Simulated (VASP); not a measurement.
Consider the following.

```xyz
2
Lattice="0.0000 2.1475 2.1475 2.1475 0.0000 2.1475 2.1475 2.1475 0.0000" Properties=species:S:1:pos:R:3 pbc="T T T"
Ti     0.0000     0.0000     0.0000
C      2.1475     2.1475     2.1475
```

All values below come from PBEsol GGA, VASP's PBE PAW potentials (set 64) (plane waves; VASP). Run with 650 eV cut-off, 13×13×13 Γ-centred mesh, first-order Methfessel-Paxton smearing of 0.10 eV, potentials Ti_sv C.

Finite-difference elastic constants of metals are sensitive to mesh and smearing; shear constants can be off by tens of GPa.

Problem. Give the elastic stiffness tensor with the ions relaxed (GPa, in the frame of the cell).

Solution. 
```
     xx   yy   zz   yz   xz   xy
--  ---  ---  ---  ---  ---  ---
xx  548  123  123  0.0  0.0  0.0
yy  123  548  123  0.0  0.0  0.0
zz  123  123  548  0.0  0.0  0.0
yz  0.0  0.0  0.0  169  0.0  0.0
xz  0.0  0.0  0.0  0.0  169  0.0
xy  0.0  0.0  0.0  0.0  0.0  169
```

Problem. Estimate the Hill bulk modulus, Hill shear modulus, Young's modulus, Poisson's ratio.

Solution. 
The Hill bulk modulus is 265 GPa and the Hill shear modulus is 1850 kbar. The Young's modulus is 451 GPa and the Poisson's ratio is 0.216.

Measured: C11 500 GPa (computed value off by +9.7 %), C12 113 GPa (computed value off by +8.9 %), C44 175 GPa (computed value off by -3.5 %), as given by P.T. Jochym et al., The European Physical Journal B (1999), arXiv:1301.6077. The calculation is for a static lattice, while the measured C11, C12, C44 hold thermal and zero-point effects, which are part of the difference.

The compound is TiC in the rock salt structure. It was relaxed first.
